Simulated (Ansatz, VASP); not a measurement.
ScAl2Sb2As: VASP beside Ansatz

```
Sc Al Sb As
1.0
     3.90195   -4.87492    0.00000
     3.90195    4.87492    0.00000
     0.00000    0.00000    4.09079
Sc Al Sb As
1 2 2 1
Direct
  0.00000 0.00000 0.00000
  0.50000 0.00000 0.50000
  0.00000 0.50000 0.50000
  0.71019 0.28981 0.00000
  0.28981 0.71019 0.00000
  0.50000 0.50000 0.50000
```

Change from the starting cell: species swapped into the CeB2Ru2Rh type (Cmmm, No. 65).

Alike in both runs: functional PBE; k mesh 4 × 4 × 6; occupations gaussian, width 0.1 eV; no spin polarisation.

Ansatz relaxed the structure, and its values are those at the end. VASP's run is a single point on that final structure, the one shown.

|  | VASP | Ansatz |
| --- | --- | --- |
| version | VASP 6.6.1 | Ansatz 0.2.0 |
| potentials or method | VASP PAW PBE potentials, release 64 (Sc_sv, Al, Sb, As) | scalar-relativistic, plane waves, PAW |
| plane-wave cutoff (eV) | 520 | 420 |
| valence electrons in the cell | 32 | 62 |

|  | VASP | Ansatz | Ansatz less VASP |
| --- | --- | --- | --- |
| gap on the k mesh at the Fermi level (eV) | none | none | - |
| pressure (GPa) | 0.2 | 0.1 | -0.10 |
| rms of the force components (eV/Å) | 0.008 | 0.003 | -0.0044 |

A gap of «none» marks a metal or a gap that the smearing closes. The two sets of potentials don't hold the same shells in valence.

Spin-orbit coupling is left out, which matters for the levels of Sb.
